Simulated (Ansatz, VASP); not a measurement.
# TiHg in two plane-wave programs

One calculation is typed for both programs; each brings its own data sets. How far apart do they land? The cell is taken from a series of runs on this material, whose earlier steps may have relaxed, scaled, displaced or heated it; both programs get it as it stands.

Program: Ansatz 0.2.0. Level of theory: plane waves, with VASP 6.6.1 beside it; relaxation of cell and atoms at PBEsol. Results are calculated unless marked as measured.

## Step 1: The structure

Symmetry: P4/mmm, No. 123, tetragonal system. The conventional cell has a = 2.965 Å, b = 2.965 Å, c = 4.065 Å, α = 90.00°, β = 90.00°, γ = 90.00°. Ti has 8 Hg at 2.92 Å and 4 Ti at 2.97 Å nearest. Nearest to Hg lie 8 Ti at 2.92 Å and 4 Hg at 2.97 Å. Farther neighbours are not listed.

## Step 2: Ansatz: relaxation of cell and atoms, PBEsol

Ansatz runs on its default PAW (the set named soft_2) files.

The relaxed volume is the usual yardstick between codes: in a stiff, nearly cubic crystal its relative difference is about their pressure difference at one cell divided by the bulk modulus.

File input.yaml:

```yaml
crystal:
  lattice:
    - [2.9654043032, 0.0, 0.0]
    - [0.0, 2.9654043032, 0.0]
    - [0.0, 0.0, 4.0645320294]
  atoms:
    - { symbol: Ti, position: [0.5, 0.5, 0.5], spin: 0.4 }
    - { symbol: Hg, position: [0.0, 0.0, 0.0] }
kpoints:
  mp_grid: { grid: [10, 10, 8] }
hamiltonian:
  xc: pbesol
scf:
  occupations: { method: gaussian, width: 0.15 }
output:
  forces: true
  stress: true
  eigenvalues: true
  populations: true
magnetization:
  spin_polarized: true
relax:
  adjacent_minimum: "off"
  f_tol: 0.001
  max_steps: 60
  cell: { stress_tol: 0.01 }
```

Launch:

```console
ansatz run input.yaml --threads 4 --pin off --max-ram 8192MiB --backend cpu --events-out ev --progress --plain --runs-dir out
```

Numbers of over 12 decimals in the logs are rounded to 6 here.

Log:

```text
Engine: ansatz 0.2.0, aarch64-unknown-linux-gnu
Pseudopotentials: kind: paw
Pseudopotential: Ti, paw, valence charge 12, recommended cutoff 420 eV (normal), Ti.paw.azcp
Pseudopotential: Hg, paw, valence charge 20, recommended cutoff 420 eV (normal), Hg.paw.azcp
Functional definition: PBEsol
  exchange = pbesol_x
  correlation = pbesol_c
Crystal: 2 atoms, lattice volume = 35.742 Å³
Basis set: ecut = 420 eV, 681 PW (Γ), exchange–correlation on 40×40×60 points (8 copies of the dense FFT grid, shifted against one another)
Bands: 21, of which v1, the nominal top of the filled ones, is band 16 counted from 1 (15 counted from 0)
Symmetry: 16 space group operations
Space group: P4/mmm (ITA 123), of the structure as read, at distance tolerance 3.3e-5 Å
Magnetic group: BNS 123.339 (UNI 999), of the structure as read, at distance tolerance 3.3e-5 Å
k-points: 105 of 800
Non-local potential: Ti, projectors of the file, l = 0: 3, l = 1: 2, l = 2: 3, l = 3: 1
Non-local potential: Hg, projectors of the file, l = 0: 3, l = 1: 2, l = 2: 2, l = 3: 1
PAW form: soft (Blöchl's): semilocal exchange-correlation on the pseudo side does not see the compensation charge
PAW frozen core: Ti, regenerated for the run's functional, and the local potential with it (the file was generated under x = pbe(κ = 0.804, μ = 0.219515), c = pbe(β = 0.066725))
PAW frozen core: Hg, regenerated for the run's functional, and the local potential with it (the file was generated under x = pbe(κ = 0.804, μ = 0.219515), c = pbe(β = 0.066725))
PAW one-centre angular grid: Ti, 590 points (default); XC on 64 Gauss nodes
PAW one-centre angular grid: Hg, 590 points (default); XC on 64 Gauss nodes
Initial density: superposition of atomic densities (chi_scale 0.1, normalization cell)
Starting moments: Σ|m| = 0.4 μB on 1 of 2 sites
Initial wavefunctions: pseudopotential atomic-orbital guess
Functional: x = pbesol(κ = 0.804, μ = 0.123457), c = pbesol(β = 0.046)
SCF iter   1: F=—  HF=-16142.906291 eV  |F-HF|=—  |Δ(HF+E_count)|=         —  Δρ=3.83e-2 (↑3.83e-2 ↓3.62e-2)  dr2=3.00e0  dr2_m=1.02e-2  M=0.314 μB ∫|m|=0.319 μB  β_m=0.30  ethr=3.10e-3  ⟨swp⟩=4.3  Hψ=15841  notcnv=0
Mixer restart at iter 1: flushing history
preconditioner: auto → Kerker (q_TF=auto, 2.678 Å⁻¹)  [metal: Δε(μ)=0.016 eV  Ē_g=7.676 eV  σ=0.150 eV  W_gap=0.06  n_scr=14 (ndim 8)  ℏωp=24.8 eV  f_vac=0.000  D(μ)=2.04/eV (n_scr^D=20)]
spin=Collinear: Kerker preconditioning applied to the charge; magnetization (m = ρ↑ − ρ↓) channel mixes plain (no charge-response kernel on spin).
SCF iter   2: F=—  HF=-16142.558163 eV  |F-HF|=—  |Δ(HF+E_count)|=   3.48e-1  Δρ=2.55e-2 (↑2.55e-2 ↓2.41e-2)  dr2=1.52e0  dr2_m=5.60e-3  M=0.314 μB ∫|m|=0.318 μB  β_m=0.59  ethr=3.10e-3  ⟨swp⟩=2.0  Hψ=6985  notcnv=0  defer=78
SCF iter   3: F=—  HF=-16142.238108 eV  |F-HF|=—  |Δ(HF+E_count)|=   3.20e-1  Δρ=6.44e-3 (↑6.44e-3 ↓6.44e-3)  dr2=1.30e-1  dr2_m=2.80e-4  M=0.309 μB ∫|m|=0.311 μB  β_m=0.80  ethr=3.10e-3  ⟨swp⟩=2.0  Hψ=7050  notcnv=0  defer=78
SCF iter   4: F=—  HF=-16142.195649 eV  |F-HF|=—  |Δ(HF+E_count)|=         —  Δρ=2.87e-3 (↑1.94e-3 ↓2.87e-3)  dr2=7.87e-3  dr2_m=1.77e-4  M=0.325 μB ∫|m|=0.326 μB  β_m=0.80  ethr=4.07e-4  ⟨swp⟩=1.9  Hψ=6723  notcnv=0  defer=72
Mixer restart at iter 4: flushing history
SCF iter   5: F=—  HF=-16142.203253 eV  |F-HF|=—  |Δ(HF+E_count)|=   7.60e-3  Δρ=1.65e-3 (↑9.04e-4 ↓1.65e-3)  dr2=1.33e-3  dr2_m=2.94e-4  M=0.346 μB ∫|m|=0.348 μB  β_m=0.90  ethr=2.46e-5  ⟨swp⟩=2.0  Hψ=7414  notcnv=0  defer=74
SCF iter   6: F=—  HF=-16142.203549 eV  |F-HF|=—  |Δ(HF+E_count)|=   2.96e-4  Δρ=9.70e-4 (↑6.85e-4 ↓9.70e-4)  dr2=1.33e-4  dr2_m=2.08e-4  M=0.374 μB ∫|m|=0.376 μB  β_m=0.95  ethr=4.17e-6  ⟨swp⟩=2.4  Hψ=6007  notcnv=0  defer=72
SCF iter   7: F=—  HF=-16142.203662 eV  |F-HF|=—  |Δ(HF+E_count)|=   1.13e-4  Δρ=7.28e-4 (↑7.28e-4 ↓3.01e-4)  dr2=1.42e-4  dr2_m=7.37e-5  M=0.403 μB ∫|m|=0.405 μB  β_m=0.97  ethr=4.17e-7  ⟨swp⟩=2.1  Hψ=7137  notcnv=0  defer=73
SCF iter   8: F=—  HF=-16142.203673 eV  |F-HF|=—  |Δ(HF+E_count)|=   1.08e-5  Δρ=4.35e-4 (↑1.80e-4 ↓4.35e-4)  dr2=3.72e-5  dr2_m=2.58e-5  M=0.416 μB ∫|m|=0.418 μB  β_m=0.99  ethr=4.17e-7  ⟨swp⟩=2.0  Hψ=7209  notcnv=0  defer=72
SCF iter   9: F=—  HF=-16142.203716 eV  |F-HF|=—  |Δ(HF+E_count)|=   4.27e-5  Δρ=1.45e-4 (↑5.70e-5 ↓1.45e-4)  dr2=1.91e-5  dr2_m=1.20e-6  M=0.435 μB ∫|m|=0.437 μB  β_m=0.99  ethr=1.16e-7  ⟨swp⟩=2.0  Hψ=7024  notcnv=0  defer=72
SCF iter  10: F=—  HF=-16142.203717 eV  |F-HF|=—  |Δ(HF+E_count)|=   7.36e-7  Δρ=2.83e-5 (↑2.45e-5 ↓2.83e-5)  dr2=2.24e-6  dr2_m=1.02e-8  M=0.439 μB ∫|m|=0.441 μB  β_m=1.00  ethr=5.98e-8  ⟨swp⟩=2.2  Hψ=5711  notcnv=0  defer=73
SCF iter  11: F=—  HF=-16142.203716 eV  |F-HF|=—  |Δ(HF+E_count)|=   6.09e-7  Δρ=5.06e-6 (↑5.06e-6 ↓4.95e-6)  dr2=4.07e-8  dr2_m=2.65e-10  M=0.438 μB ∫|m|=0.441 μB  β_m=1.00  ethr=7.00e-9  ⟨swp⟩=2.4  Hψ=6291  notcnv=0  defer=73
[...]
SCF iter   6: F=—  HF=-16142.203718 eV  |F-HF|=—  |Δ(HF+E_count)|=   1.08e-9  Δρ=1.12e-6 (↑1.12e-6 ↓6.30e-7)  dr2=1.29e-9  dr2_m=7.05e-11  M=0.437 μB ∫|m|=0.439 μB  β_m=0.71  ethr=1.93e-12  ⟨swp⟩=2.4  Hψ=7182  notcnv=0
SCF iter   7: F=—  HF=-16142.203718 eV  |F-HF|=—  |Δ(HF+E_count)|=   2.46e-9  Δρ=6.06e-7 (↑6.06e-7 ↓3.07e-7)  dr2=2.64e-10  dr2_m=4.07e-11  M=0.437 μB ∫|m|=0.439 μB  β_m=0.86  ethr=1.93e-12  ⟨swp⟩=2.0  Hψ=6983  notcnv=0
SCF iter   8: F=—  HF=-16142.203718 eV  |F-HF|=—  |Δ(HF+E_count)|=   1.36e-9  Δρ=1.59e-7 (↑1.59e-7 ↓1.27e-7)  dr2=5.08e-11  dr2_m=4.04e-13  M=0.437 μB ∫|m|=0.439 μB  β_m=0.90  ethr=1.00e-12  ⟨swp⟩=2.0  Hψ=6919  notcnv=0
SCF iter   9: F=-16142.203718 eV  HF=-16142.203718 eV  |F-HF|=2.36e-11  |Δ(HF+E_count)|=  1.60e-10  Δρ=1.06e-7 (↑9.44e-8 ↓1.06e-7)  dr2=2.58e-11  dr2_m=8.25e-14  M=0.437 μB ∫|m|=0.439 μB  ethr=1.00e-12  ⟨swp⟩=2.0  Hψ=12376  notcnv=0
SCF 2 converged in 9 iterations: F = -16142.203718 eV  dr2 = 2.58e-11
relax step   2: F+E_penalty+E_count = -16142.20371793 eV  Δ(F+E_penalty+E_count) = -1.841e-6 eV  max|allowed force component| = 8.776e-30 eV/Å  Δτ_max = 0.0000 Å  P = +0.010 GPa  Ω = 35.736 Å³  energy of the carried Pulay correction = +1.183e-6 eV  (9 SCF iters, dr2 threshold 5.58e-10 eV, accepted)
[...]
relax step   3: F+E_penalty+E_count = -16142.20371736 eV  Δ(F+E_penalty+E_count) = +5.756e-7 eV  max|allowed force component| = 1.874e-30 eV/Å  Δτ_max = 0.0000 Å  P = -0.003 GPa  Ω = 35.739 Å³  energy of the carried Pulay correction = +4.191e-7 eV  (7 SCF iters, dr2 threshold 6.58e-10 eV, accepted)
[...]
relax step   4: F+E_penalty+E_count = -16142.20371666 eV  Δ(F+E_penalty+E_count) = +6.908e-7 eV  max|allowed force component| = 2.367e-30 eV/Å  Δτ_max = 0.0000 Å  P = -0.003 GPa  Ω = 35.739 Å³  stress off target by 4.55e-3 GPa  SCF on the basis re-selected at this cell (its energy is not comparable with the rows above)  (7 SCF iters)
basis re-selected at this cell: Δ(F+E_penalty+E_count) = +6.908e-7 eV, ΔP = -0.000 GPa vs the last step (what re-selecting the basis moved, of the pressure what is left beyond the Pulay correction that the steps carried, after the strain that the cell walked since its last selection, with what the two solves' SCF thresholds leave and, on support functions, any second-order correction that the steps lacked; it is no m [...]
SCF converged after 7 iterations
Magnetization: 0.4359 μB (16.2179 up, 15.7821 down)
Absolute magnetization: 0.4381 μB (∫|ρ↑−ρ↓|, with the PAW one-centre terms)
Spin contamination: 0.0045 ħ² per cell (⟨S²⟩ above its minimum at these occupations)
Per-site moments (μB) at R_I (Å): [(0.337298, 1.204599), (0.014503, 1.204599)]
Free energy (F): -16142.203717 eV
Harris-Foulkes:  -16142.203717 eV  (|F-HF|=1.82e-12)
Internal energy: -16142.176300 eV  (E = F + TS)
E sigma→0 (E₀):  -16142.190009 eV
Entropy (-TS):   -0.027416 eV (-13.708 meV/atom)
Fermi energy:    16.962405 eV
--- Per-component energies (eV) ---
  E_band       = -475.729908
  E_kinetic    = 876.930007
  E_local      = -3087.384483  (includes V_loc(G=0)·N_el)
  E_nonlocal   = 82.964147
  E_hartree    = 1324.133835
  E_xc         = -317.641501
  E_vxc        = -385.906967  (∫ρ·V_xc dr)
  E_paw        = -10820.985217  (= ΣΔE_a)
  E_vpaw       = -610.601293  (= ΣTr[D̂ρ^β])
  E_aug_tail   = 0.001009  (compensation charges beyond the density's cutoff)
  E_ewald      = -4200.662132
  E_core_change = 0.468036  (= ΣΔE_core)
  E_smearing   = -0.027416  (= −TS)
  E_closure    = 0.000000  (closes the sum)
  Σ components = -16142.203717   (vs F -16142.203717, Δ=0.00e0)
--- Forces (eV/Å), atoms counted from 1 ---
  atom   1  Ti     0.00000000    -0.00000000     0.00000000
  atom   2  Hg    -0.00000000     0.00000000     0.00000000
  max |Σ_I F_I| component: 3.16e-30 eV/Å
--- Stress (GPa, compression-positive) ---
       -0.002182       0.000000       0.000000
        0.000000      -0.002182       0.000000
        0.000000       0.000000      -0.004554
  P = ⅓ Tr σ = -0.0030 GPa (-0.030 kbar)
--- Band table (eV; the first three rows and the last of 210) ---
  k-point 0 ↑: bands = [... 12 lower, 9.9017, 10.4233, 16.1697, 16.4154, 17.8601, 18.8889, 18.8889, 19.4718, ... 1 higher]
  k-point 1 ↑: bands = [... 12 lower, 9.9096, 10.4257, 15.8171, 16.1269, 17.7020, 18.7624, 18.7624, 19.4620, ... 1 higher]
  k-point 2 ↑: bands = [... 12 lower, 9.9289, 10.4315, 14.3981, 16.0247, 17.5459, 18.4842, 18.4842, 19.4384, ... 1 higher]
  k-point 104 ↓: bands = [... 12 lower, 11.1964, 14.8374, 15.2699, 15.2699, 18.4517, 18.7116, 20.5816, 22.7643, ... 1 higher]
--- Relaxed structure (3 steps of the walk, 3 accepted, 1 SCFs on fresh bases) ---
  F+E_penalty+E_count = -16142.20371666 eV   max|allowed force component| = 2.367e-30 eV/Å   (the final SCF, on the basis selected at the relaxed cell)
  cell:  # Å, volume = 35.7392 Å³
    - [2.964821, 0.0, 0.0]
    - [0.0, 2.964821, 0.0]
    - [0.0, 0.0, 4.065819]
  atoms:
    - { symbol: Ti, position: [0.5, 0.5, 0.5] }
    - { symbol: Hg, position: [0, 0, 0.0] }
--- Löwdin populations: 2 sites ---
  site symbol       q [e]    m [muB]
     0     Ti     12.1488     0.4164
     1     Hg     19.1698     0.0009
  spilling = 0.021294 (of n_electrons = 32.000000)
```

Reading the cycles: dr2 is the Hartree energy of the density residual (eV), the measure of convergence; HF is the Harris–Foulkes estimate of the energy, which meets the free energy F at convergence.

(Continued in part 2 of 2.)

[Lines on the potential files, build, host, timing and source positions are cut from VASP's logs without a mark.]

[Logs are printed without paths, hosts, clocks, repeated set-up lines and the standing remarks that a program may print on its own settings, such as how far it seeks lower states.]

[Hosts, paths, dates, database ids (printed as entryN), source tags and the programs' standing remarks are cut or masked in the printed files.]
